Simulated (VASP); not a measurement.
Input for VASP

File POSCAR:
```
BaTe
1
    0.0000000000     3.2956462694     3.2956462694
    3.2956462694    -0.0000000000     3.2956462694
    3.2956462694     3.2956462694     0.0000000000
Ba Te
1 1
Direct
  0.0000000000   0.0000000000   0.0000000000
  0.5000000000   0.5000000000   0.5000000000
```

**KPOINTS**
```
Automatic mesh
0
Gamma
6 6 6
0 0 0
```

### INCAR
```
SYSTEM = BaTe
PREC = Accurate
ENCUT = 480
EDIFF = 1E-7
NELM = 100
ALGO = Normal
LREAL = .FALSE.
LASPH = .TRUE.
ISMEAR = 0
SIGMA = 0.05
GGA = PE
LMAXMIX = 4
LWAVE = .FALSE.
LCHARG = .FALSE.
ISIF = 3
IBRION = 2
NSW = 40
EDIFFG = -0.01
PSTRESS = 100
```

POTCAR, in this order: Ba_sv Te (PBE.64 set). Program: vasp_std.

Task: Translate this PBE calculation to Ansatz.

Result: One equivalent input (not run):
Ansatz 0.2 input:
```yaml
crystal:
  lattice:
    - [0.0000000, 3.2956463, 3.2956463]
    - [3.2956463, 0.0000000, 3.2956463]
    - [3.2956463, 3.2956463, 0.0000000]
  atoms:
    - { symbol: Ba, position: [0.0000000, 0.0000000, 0.0000000] }
    - { symbol: Te, position: [0.5000000, 0.5000000, 0.5000000] }
kpoints:
  mp_grid: { grid: [6, 6, 6] }
hamiltonian:
  xc: pbe
  pseudopotentials: { kind: paw }
scf:
  occupations: { method: gaussian, width: 0.05 }
  max_iter: 100
relax:
  max_steps: 40
  f_tol: 0.01
  cell: { p_target: 10 }
output: { forces: true, stress: true, eigenvalues: true }
```
Limits of the translation: each code has its own PAW files, so the cut-off isn't converted (ENCUT is set for VASP's; basis.ecutwfc is left out, and Ansatz then takes the one that its files recommend); Ansatz stops its SCF on the density residual and VASP on the energy change (EDIFF).

The compound is BaTe in the rock salt structure. It was relaxed first under an external pressure of 10 GPa.
